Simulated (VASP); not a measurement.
Given:

```yaml
crystal:
  lattice:
    - [-2.08396, 2.08396, 2.08396]
    - [2.08396, -2.08396, 2.08396]
    - [2.08396, 2.08396, -2.08396]
  atoms:
    - { symbol: Na, position: [0.00000, 0.00000, 0.00000] }
```

All values below come from r2SCAN meta-GGA, VASP's PBE PAW potentials (set 64) (plane waves; VASP). Settings: 400 eV cut-off, 11×11×11 Γ-centred mesh, first-order Methfessel-Paxton smearing of 0.10 eV, potentials Na_pv.

Problem. Estimate the energy per atom (σ→0), band gap (on the k-mesh) with the smallest direct gap where there is one.

Solution. 
The band gap (on the k-mesh) is none (metal, semimetal or under 0.01 eV) and the energy per atom (σ→0) is -3.557 eV/atom.

The absolute energy has meaning only against runs of the same code, potentials and settings.

The compound is Na in the bcc structure. It was relaxed first, which changed the volume by -6 %. The start is the result of an earlier pass.
